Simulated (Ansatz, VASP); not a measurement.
**Si (amorphous Si) in two plane-wave programs**

Aim: how closely do two programs agree when they are given the same cell, functional and k mesh? The structure shown is the start of the Ansatz relaxation below; VASP solves that cell, so the two are compared at the walk's first step.

Main program and level: Ansatz 0.2.0; plane waves, with VASP 6.6.1 beside it; single point at RPBE.

### 1. Starting point

The cell holds 76 atoms: 76 Si. Its edges and angles: a = 11.418 Å, b = 11.772 Å, c = 11.704 Å, α = 89.8°, β = 89.1°, γ = 89.6°. As first built, before any earlier steps moved the atoms (in the runner's words): 76 atoms (76 Si) placed at random at 2.24 g/cm^3, melted at 2500 K for 10 ps at fixed volume with the modified Tersoff potential (Kumagai, Izumi, Hara and Sakai, Comput. Mater. Sci. 39, 457 (2007)). Quenched from 2500 K to 100 K at 50 K/ps and fixed volume, annealed at 700 K for 50 ps, held 5 ps, then minimised at fixed cell.

### 2. Ansatz: relaxation, RPBE

Ansatz runs on its PAW soft_1 files.

The two programs are compared at the cell with which this relaxation starts, whose forces are those of its first step.

The input, input.yaml:

```yaml
crystal:
  lattice:
    - [11.41783, 0.03901, 0.09475]
    - [0.03862, 11.77154, 0.02063]
    - [0.0938, 0.02063, 11.70349]
  atoms:
    - { symbol: Si, position: [0.86152, 0.88538, 0.23129] }
    - { symbol: Si, position: [0.79268, 0.18838, 0.20804] }
    - { symbol: Si, position: [0.70413, 0.26556, 0.94387] }
    - { symbol: Si, position: [0.98673, 0.37454, 0.38809] }
    - { symbol: Si, position: [0.90213, 0.81724, 0.04312] }
    - { symbol: Si, position: [0.77764, 0.77573, 0.54386] }
    - { symbol: Si, position: [0.07171, 0.6808, 0.39957] }
    - { symbol: Si, position: [0.22167, 0.87994, 0.9691] }
    - { symbol: Si, position: [0.02986, 0.52001, 0.51815] }
    - { symbol: Si, position: [0.04929, 0.17959, 0.00957] }
    - { symbol: Si, position: [0.7082, 0.69967, 0.87632] }
    - { symbol: Si, position: [0.29948, 0.0798, 0.27509] }
    - { symbol: Si, position: [0.39807, 0.62966, 0.89499] }
    - { symbol: Si, position: [0.84905, 0.69487, 0.71806] }
    - { symbol: Si, position: [0.56822, 0.49568, 0.52922] }
    - { symbol: Si, position: [0.62824, 0.10798, 0.57967] }
    - { symbol: Si, position: [0.49988, 0.59097, 0.20147] }
    - { symbol: Si, position: [0.26977, 0.47759, 0.9361] }
    - { symbol: Si, position: [0.47692, 0.93959, 0.77393] }
    - { symbol: Si, position: [0.46204, 0.99343, 0.58092] }
    - { symbol: Si, position: [0.21457, 0.71759, 0.65937] }
    - { symbol: Si, position: [0.46343, 0.14247, 0.81193] }
    - { symbol: Si, position: [0.81271, 0.96426, 0.93204] }
    - { symbol: Si, position: [0.03762, 0.76425, 0.75986] }
    - { symbol: Si, position: [0.10962, 0.55776, 0.0453] }
    - { symbol: Si, position: [0.81422, 0.39399, 0.26845] }
    - { symbol: Si, position: [0.63033, 0.88601, 0.9017] }
    - { symbol: Si, position: [0.93412, 0.07209, 0.47712] }
    - { symbol: Si, position: [0.50649, 0.86493, 0.42176] }
    - { symbol: Si, position: [0.69356, 0.35508, 0.43063] }
    - { symbol: Si, position: [0.11749, 0.00375, 0.54695] }
    - { symbol: Si, position: [0.26407, 0.80048, 0.15773] }
    - { symbol: Si, position: [0.18815, 0.82194, 0.48297] }
    - { symbol: Si, position: [0.36795, 0.44598, 0.48374] }
    - { symbol: Si, position: [0.21454, 0.51077, 0.61455] }
    - { symbol: Si, position: [0.56675, 0.20188, 0.41362] }
    - { symbol: Si, position: [0.18629, 0.38374, 0.77317] }
    - { symbol: Si, position: [0.59276, 0.69717, 0.50117] }
    - { symbol: Si, position: [0.87682, 0.03289, 0.75201] }
    - { symbol: Si, position: [0.53733, 0.88851, 0.08218] }
    - { symbol: Si, position: [0.29068, 0.1148, 0.564] }
    - { symbol: Si, position: [0.65759, 0.24477, 0.73549] }
    - { symbol: Si, position: [0.33517, 0.52946, 0.30088] }
    - { symbol: Si, position: [0.07179, 0.74316, 0.95783] }
    - { symbol: Si, position: [0.10002, 0.32778, 0.22626] }
    - { symbol: Si, position: [0.3016, 0.34951, 0.22842] }
    - { symbol: Si, position: [0.86986, 0.23231, 0.72252] }
    - { symbol: Si, position: [0.42731, 0.72056, 0.07205] }
    - { symbol: Si, position: [0.06288, 0.96294, 0.73639] }
    - { symbol: Si, position: [0.80224, 0.60302, 0.24675] }
    - { symbol: Si, position: [0.87564, 0.50188, 0.67834] }
    - { symbol: Si, position: [0.17265, 0.63143, 0.22785] }
    - { symbol: Si, position: [0.93353, 0.06418, 0.27905] }
    - { symbol: Si, position: [0.50633, 0.20309, 0.9947] }
    - { symbol: Si, position: [0.84431, 0.14053, 0.01699] }
    - { symbol: Si, position: [0.9771, 0.38208, 0.81122] }
    - { symbol: Si, position: [0.79024, 0.42514, 0.05492] }
    - { symbol: Si, position: [0.27341, 0.19266, 0.75292] }
    - { symbol: Si, position: [0.78812, 0.97693, 0.58192] }
    - { symbol: Si, position: [0.99652, 0.38626, 0.01871] }
    - { symbol: Si, position: [0.58235, 0.54488, 0.86157] }
    - { symbol: Si, position: [0.57911, 0.47452, 0.0551] }
    - { symbol: Si, position: [0.65384, 0.88943, 0.25092] }
    - { symbol: Si, position: [0.80672, 0.63613, 0.04424] }
    - { symbol: Si, position: [0.10904, 0.1306, 0.20116] }
    - { symbol: Si, position: [0.87006, 0.26351, 0.51798] }
    - { symbol: Si, position: [0.16287, 0.06288, 0.88001] }
    - { symbol: Si, position: [0.61931, 0.09395, 0.25551] }
    - { symbol: Si, position: [0.36235, 0.23682, 0.4083] }
    - { symbol: Si, position: [0.63295, 0.68616, 0.30642] }
    - { symbol: Si, position: [0.40031, 0.36428, 0.04881] }
    - { symbol: Si, position: [0.88618, 0.74179, 0.36593] }
    - { symbol: Si, position: [0.32174, 0.88593, 0.334] }
    - { symbol: Si, position: [0.45744, 0.06939, 0.1345] }
    - { symbol: Si, position: [0.66271, 0.4435, 0.70019] }
    - { symbol: Si, position: [0.33145, 0.79919, 0.8108] }
kpoints:
  mp_grid: { grid: [1, 1, 1] }
hamiltonian:
  xc: rpbe
  pseudopotentials: { kind: paw, azcp: { folder: soft_1 } }
scf:
  occupations: { method: fermi_dirac, width: 0.05 }
output:
  forces: true
  eigenvalues: true
  stress: true
relax:
  f_tol: 0.05
  max_steps: 70
```

Launch:

```
> ansatz run input.yaml --threads 4 --pin off --max-ram 8192MiB --backend cpu --events-out ev --progress --plain --runs-dir out
```

Numbers of over 12 decimals in the logs are rounded to 6 here.

The log of the run:

```text
Warning: output.stress: scf.convergence.dr2_threshold = 1e-7 eV (the SCF's general default) is looser than the 7.6e-9 eV advised for a printed stress (1e-10 eV for each atom of the cell: 76). What an SCF threshold leaves in a stress goes as its square root, and in the free energy as the threshold itself, and one threshold admits the most on a small cell: [figures from the program's tests cut] Every solve of this run  [...]
Engine: ansatz 0.2.0, x86_64-unknown-linux-gnu
Pseudopotentials: kind: paw
Pseudopotential: Si, paw, valence charge 4, recommended cutoff 420 eV (normal), soft_1/Si.paw.azcp
Functional definition: RPBE
  parameter kappa = 0.804
  parameter beta = 0.066725
  exchange = rpbe_x(kappa = kappa, mu = beta*pi^2/3)
  correlation = pbe_c(beta = beta)
Crystal: 76 atoms, lattice volume = 1572.886 Å³
Basis set: ecut = 420 eV, 30745 PW (Γ), exchange–correlation on 160×160×160 points (8 copies of the dense FFT grid, shifted against one another)
Bands: 228, of which v1, the nominal top of the filled ones, is band 152 counted from 1 (151 counted from 0)
Symmetry: 1 space group operations
Space group: P1 (ITA 1), of the structure as read, at distance tolerance 1.2e-4 Å
k-points: 1
Non-local potential: Si, projectors of the file, l = 0: 2, l = 1: 2, l = 2: 1
PAW form: soft (Blöchl's): semilocal exchange-correlation on the pseudo side does not see the compensation charge
PAW frozen core: Si, regenerated for the run's functional, and the local potential with it (the file was generated under x = pbe(κ = 0.804, μ = 0.219515), c = pbe(β = 0.066725))
PAW one-centre angular grid: Si, 110 points (default); XC on 64 Gauss nodes
Initial density: superposition of atomic densities (chi_scale 0.1, normalization cell)
Initial wavefunctions: pseudopotential atomic-orbital guess
Functional: x = rpbe, c = pbe(β = 0.066725)
SCF iter   1: F=—  HF=-48543.683794 eV  |F-HF|=—  |Δ(HF+E_count)|=         —  Δρ=4.22e-2  dr2=3.27e1  ethr=3.10e-3  ⟨swp⟩=7.0  Hψ=1192  notcnv=0  defer=23
preconditioner: auto → Resta (q_TF=auto, 2.075 Å⁻¹)  ε∞=5.5  [insulator: Δε(μ)=0.248 eV  Ē_g=7.654 eV  σ=0.050 eV  W_gap=0.84  n_scr=250 (ndim 8)  ℏωp=16.3 eV  f_vac=0.000  D(μ)=5.97/eV (n_scr^D=18)  ε∞_Penn≈5.5]
SCF iter   2: F=—  HF=-48538.811367 eV  |F-HF|=—  |Δ(HF+E_count)|=    4.87e0  Δρ=2.43e-2  dr2=9.75e0  ethr=3.10e-3  ⟨swp⟩=2.0  Hψ=283  notcnv=0  defer=54
SCF iter   3: F=—  HF=-48537.298603 eV  |F-HF|=—  |Δ(HF+E_count)|=    1.51e0  Δρ=5.22e-3  dr2=3.44e0  ethr=3.10e-3  ⟨swp⟩=3.0  Hψ=338  notcnv=0  defer=54
SCF iter   4: F=—  HF=-48537.072580 eV  |F-HF|=—  |Δ(HF+E_count)|=   2.26e-1  Δρ=2.15e-3  dr2=2.57e-1  ethr=1.13e-3  ⟨swp⟩=2.0  Hψ=237  notcnv=0  defer=54
SCF iter   5: F=—  HF=-48537.135932 eV  |F-HF|=—  |Δ(HF+E_count)|=   6.34e-2  Δρ=9.97e-4  dr2=7.38e-2  ethr=8.46e-5  ⟨swp⟩=3.0  Hψ=368  notcnv=0  defer=54
SCF iter   6: F=—  HF=-48537.168792 eV  |F-HF|=—  |Δ(HF+E_count)|=   3.29e-2  Δρ=4.44e-4  dr2=1.92e-2  ethr=2.43e-5  ⟨swp⟩=2.0  Hψ=257  notcnv=0  defer=54
SCF iter   7: F=—  HF=-48537.177979 eV  |F-HF|=—  |Δ(HF+E_count)|=   9.19e-3  Δρ=1.91e-4  dr2=3.30e-3  ethr=6.33e-6  ⟨swp⟩=2.0  Hψ=257  notcnv=0  defer=54
SCF iter   8: F=—  HF=-48537.180158 eV  |F-HF|=—  |Δ(HF+E_count)|=   2.18e-3  Δρ=8.32e-5  dr2=5.62e-4  ethr=1.08e-6  ⟨swp⟩=2.0  Hψ=317  notcnv=0  defer=54
SCF iter   9: F=—  HF=-48537.180657 eV  |F-HF|=—  |Δ(HF+E_count)|=   4.98e-4  Δρ=3.53e-5  dr2=5.81e-5  ethr=1.85e-7  ⟨swp⟩=2.0  Hψ=323  notcnv=0  defer=54
SCF iter  10: F=—  HF=-48537.180769 eV  |F-HF|=—  |Δ(HF+E_count)|=   1.12e-4  Δρ=1.55e-5  dr2=1.91e-5  ethr=1.91e-8  ⟨swp⟩=16.0  Hψ=1556  notcnv=0
SCF iter  11: F=-48537.180781 eV  HF=-48537.180790 eV  |F-HF|=8.35e-6  |Δ(HF+E_count)|=   2.07e-5  Δρ=9.24e-6  dr2=1.24e-5  ethr=6.30e-9  ⟨swp⟩=5.0  Hψ=818  notcnv=0
SCF 1 converged in 11 iterations: F = -48537.180781 eV  dr2 = 1.24e-5
  greatest PAW one-centre occupation: 0.651 electrons in one spin orbital (limit 2), on the Si atom at site 44 (counted from 0), in its partial waves of l = 0
[...]
max |Σ_I F_I| component: 2.29e-5 eV/Å
--- Stress (GPa, compression-positive) ---
        1.047832       0.008721      -0.001541
        0.008721       0.476540       0.011041
       -0.001541       0.011041       0.377845
  P = ⅓ Tr σ = 0.6341 GPa (6.341 kbar)
--- Band table (eV) ---
  k-point 0: bands = [... 148 lower, 5.5447, 5.7508, 5.8153, 5.9637, 6.1228, 6.4464, 6.5314, 6.7198, ... 72 higher]
--- Relaxed structure (3 steps of the walk, 3 accepted, 0 SCFs on fresh bases) ---
  F+E_penalty+E_count = -48537.21373193 eV   max|allowed force component| = 4.363e-2 eV/Å
  atoms:
    - { symbol: Si, position: [0.862995, 0.885404, 0.231655] }
    - { symbol: Si, position: [0.792252, 0.189292, 0.207853] }
    - { symbol: Si, position: [0.703851, 0.265387, 0.944348] }
    - { symbol: Si, position: [0.987975, 0.374480, 0.388208] }
    - { symbol: Si, position: [0.902745, 0.817335, 0.044152] }
    - { symbol: Si, position: [0.776123, 0.776174, 0.544557] }
    - { symbol: Si, position: [0.071935, 0.680321, 0.400697] }
    - { symbol: Si, position: [0.223296, 0.880082, 0.968780] }
    - { symbol: Si, position: [0.029410, 0.519765, 0.518722] }
    - { symbol: Si, position: [0.051517, 0.180137, 0.00890501] }
    - { symbol: Si, position: [0.708822, 0.699520, 0.876745] }
    - { symbol: Si, position: [0.298595, 0.079516, 0.275265] }
    - { symbol: Si, position: [0.398153, 0.629675, 0.894858] }
    - { symbol: Si, position: [0.848893, 0.694827, 0.717764] }
    - { symbol: Si, position: [0.567216, 0.495457, 0.528879] }
    - { symbol: Si, position: [0.627729, 0.109380, 0.579458] }
    - { symbol: Si, position: [0.500002, 0.590534, 0.201501] }
    - { symbol: Si, position: [0.269425, 0.477860, 0.936440] }
    - { symbol: Si, position: [0.478529, 0.939101, 0.772021] }
    - { symbol: Si, position: [0.461348, 0.993480, 0.579751] }
    - { symbol: Si, position: [0.216341, 0.717482, 0.658885] }
    - { symbol: Si, position: [0.464561, 0.141680, 0.810689] }
    - { symbol: Si, position: [0.813923, 0.964326, 0.932866] }
    - { symbol: Si, position: [0.038458, 0.764268, 0.759464] }
[...]
- { symbol: Si, position: [0.361059, 0.237142, 0.406895] }
    - { symbol: Si, position: [0.631822, 0.686608, 0.308582] }
    - { symbol: Si, position: [0.400191, 0.363585, 0.048357] }
    - { symbol: Si, position: [0.885674, 0.742538, 0.366929] }
    - { symbol: Si, position: [0.321264, 0.885942, 0.332835] }
    - { symbol: Si, position: [0.456215, 0.068591, 0.134130] }
    - { symbol: Si, position: [0.661918, 0.443731, 0.699845] }
    - { symbol: Si, position: [0.332840, 0.799050, 0.810196] }
```

In the SCF lines HF is the Harris–Foulkes energy and dr2 the Hartree energy of the density residual, in eV; the loop may stop once dr2 is under the threshold and the program's other checks hold. Hψ counts applications of the Hamiltonian.

### 3. VASP: single point, RPBE, start cell, pair 1

The same cell, functional, mesh and smearing now go to VASP, with its own data sets.

Lines of VASP's logs that name or quote its potential files are left out, and so is its time.

The input, INCAR:

```
SYSTEM = Si
PREC = Accurate
ENCUT = 400
EDIFF = 1E-06
NELM = 120
ISMEAR = -1
SIGMA = 0.05
LREAL = Auto
ALGO = Normal
GGA = RP
NBANDS = 208
LORBIT = 11
LWAVE = .FALSE.
LCHARG = .FALSE.
ISIF = 2
LASPH = .TRUE.
GGA_COMPAT = .FALSE.
EFERMI = MIDGAP
NCORE = 2
```

The input, POSCAR:

```
Si
1.0
   11.4178300000      0.0390100000      0.0947500000
    0.0386200000     11.7715400000      0.0206300000
    0.0938000000      0.0206300000     11.7034900000
Si
76
Direct
    0.8615219764      0.8853829241      0.2312904393
    0.7926822022      0.1883768461      0.2080411182
    0.7041275598      0.2655608263      0.9438727588
    0.9867315135      0.3745390454      0.3880876942
    0.9021323069      0.8172438133      0.0431207464
    0.7776370440      0.7757306712      0.5438561973
    0.0717060837      0.6807995913      0.3995697824
    0.2216721716      0.8799409466      0.9690992499
    0.0298581093      0.5200123209      0.5181482694
    0.0492883755      0.1795924570      0.0095719255
    0.7081976374      0.6996701193      0.8763167294
    0.2994802909      0.0797977350      0.2750870053
    0.3980732285      0.6296633698      0.8949888116
    0.8490501347      0.6948678729      0.7180607986
    0.5682179442      0.4956799182      0.5292212385
    0.6282416844      0.1079836391      0.5796686628
    0.4998829428      0.5909713738      0.2014736076
    0.2697666467      0.4775895718      0.9360957234
    0.4769223230      0.9395906571      0.7739339167
    0.4620442926      0.9934291699      0.5809230289
    0.2145712037      0.7175889231      0.6593730177
    0.4634276870      0.1424683181      0.8119331161
    0.8127056476      0.9642636731      0.9320385099
    0.0376175065      0.7642463695      0.7598561915
    0.1096188920      0.5577595760      0.0453033266
    0.8142180444      0.3939925609      0.2684519553
    0.6303302051      0.8860105659      0.9016966576
    0.9341233599      0.0720905506      0.4771230277
    0.5064916321      0.8649285351      0.4217602136
    0.6935638173      0.3550818503      0.4306287688
    0.1174874353      0.0037491522      0.5469471688
    0.2640686294      0.8004768075      0.1577277941
    0.1881490833      0.8219397518      0.4829684357
    0.3679509624      0.4459795995      0.4837391314
    0.2145442368      0.5107702596      0.6145461519
    0.5667456483      0.2018816743      0.4136232894
    0.1862925222      0.3837375698      0.7731738377
    0.5927628558      0.6971676737      0.5011712874
    0.8768208312      0.0328912998      0.7520100994
    0.5373330572      0.8885110466      0.0821770010
    0.2906824861      0.1147959501      0.5640018143
    0.6575906121      0.2447661185      0.7354937514
    0.3351713993      0.5294564565      0.3008777573
    0.0717872483      0.7431601578      0.9578311054
    0.1000205696      0.3277761790      0.2262625105
    0.3015963864      0.3495058774      0.2284201923
    0.8698637049      0.2323112405      0.7225184824
    0.4273065418      0.7205636952      0.0720509417
    0.0628786404      0.9629373303      0.7363937468
    0.8022422823      0.6030233985      0.2467509410
    0.8756382497      0.5018839623      0.6783429054
    0.1726459554      0.6314266935      0.2278478867
    0.9335264810      0.0641824597      0.2790470434
    0.5063268468      0.2030938666      0.9946977957
    0.8443092534      0.1405264785      0.0169866114
    0.9770991026      0.3820781171      0.8112227710
    0.7902403216      0.4251389137      0.0549198670
    0.2734088141      0.1926597143      0.7529224142
    0.7881171043      0.9769283019      0.5819180324
    0.9965227584      0.3862569886      0.0187133058
    0.5823471989      0.5448826947      0.8615704950
    0.5791122923      0.4745234826      0.0550980683
    0.6538382844      0.8894263078      0.2509166033
    0.8067192424      0.6361289390      0.0442380873
    0.1090388725      0.1306028321      0.2011600156
    0.8700635109      0.2635061326      0.5179758645
    0.1628704215      0.0628797803      0.8800085118
    0.6193124717      0.0939528225      0.2555119795
    0.3623503835      0.2368204500      0.4083039927
    0.6329537492      0.6861623075      0.3064190343
    0.4003083712      0.3642834332      0.0488107064
    0.8861778592      0.7417874902      0.3659277337
    0.3217385796      0.8859298448      0.3339976825
    0.4574428030      0.0693860285      0.1345005516
    0.6627086048      0.4435021103      0.7001893376
    0.3314536956      0.7991939165      0.8108015124
```

The input, KPOINTS:

```
Automatic mesh
0
Gamma
1 1 1
0 0 0
```

Potentials, in the order of the species: Si (PBE family, release 64).

Launch:

```
> mpirun -np 8 vasp_gam
```

The log of the run:

```text
[banner, memory and clock lines left out]
running    8 mpi-ranks, on    1 nodes
[...]
|                                                                             |
|               ----> ADVICE to this user running VASP <----                  |
|                                                                             |
|     You enforced a specific xc type in the INCAR file but a different       |
|     [... a line on the potential file left out ...]
|     I HOPE YOU KNOW WHAT YOU ARE DOING!                                     |
|                                                                             |

 LDA part: xc-table for (Slater+PW92), standard interpolation
 POSCAR, INCAR and KPOINTS ok, starting setup
[...]
entering main loop
       N       E                     dE             d eps       ncg     rms          rms(c)
DAV:   1     0.127831456576E+04    0.12783E+04   -0.11188E+05   424   0.104E+03
DAV:   2    -0.221361525369E+03   -0.14997E+04   -0.13923E+04   536   0.192E+02
DAV:   3    -0.374892424419E+03   -0.15353E+03   -0.14930E+03   536   0.553E+01
DAV:   4    -0.379211099569E+03   -0.43187E+01   -0.42867E+01   512   0.111E+01
[...]
DAV:  16    -0.372752607676E+03   -0.27170E-04   -0.40912E-05   448   0.109E-02    0.411E-03
DAV:  17    -0.372752613277E+03   -0.56008E-05   -0.50453E-06   472   0.416E-03    0.251E-03
DAV:  18    -0.372752614104E+03   -0.82669E-06   -0.16785E-06   344   0.245E-03
   1 F= -.37275261E+03 E0= -.37270094E+03  d E =-.103346E+00
```

Parts of OUTCAR (step 3):

```text
  FREE ENERGIE OF THE ION-ELECTRON SYSTEM (eV)
  ---------------------------------------------------
  free  energy   TOTEN  =      -372.7526141036 eV

  energy  without entropy=     -372.6492677251  energy(sigma->0) =     -372.70094091
```

The run ends at a pressure of 0.57 GPa, with forces up to 0.19 eV/Å.

### 4. Differences

Known differences besides the potentials themselves: the cutoff is 420 eV in Ansatz and 400 eV in VASP (PREC = Accurate, projectors in real space); Ansatz makes its cores anew for this functional, VASP keeps those of its PBE data sets. Total energies have different zeros and are not compared.

Forces on 9 of the 76 atoms, those with the largest forces and the largest differences (eV/Å; atoms numbered as in POSCAR):

```tsv
atom	Ansatz x, y, z	VASP x, y, z
Si32	-0.101, 0.077, 0.046	-0.089, 0.069, 0.044
Si38	-0.151, -0.020, 0.004	-0.141, -0.014, -0.012
Si39	-0.136, 0.084, 0.026	-0.129, 0.085, 0.024
Si45	-0.159, -0.016, -0.008	-0.158, -0.026, -0.007
Si46	0.171, 0.005, 0.010	0.167, 0.013, 0.011
Si49	0.160, -0.089, -0.028	0.153, -0.088, -0.028
Si50	0.154, -0.082, -0.040	0.147, -0.076, -0.041
Si59	-0.029, -0.084, 0.033	-0.021, -0.073, 0.037
Si70	-0.084, 0.119, 0.109	-0.086, 0.121, 0.113
```

The forces differ by 4.5 meV/Å r.m.s., which is 7.8 % of the r.m.s. force of 0.057 eV/Å (both taken over all components).

(Part 1 of 3 ends here.)

[Lines on the potential files, build, host, timing and source positions are cut from VASP's logs without a mark.]

[Logs are printed without paths, hosts, clocks, repeated set-up lines and the standing remarks that a program may print on its own settings, such as how far it seeks lower states.]

[Hosts, paths, dates, database ids (printed as entryN), source tags and the programs' standing remarks are cut or masked in the printed files.]
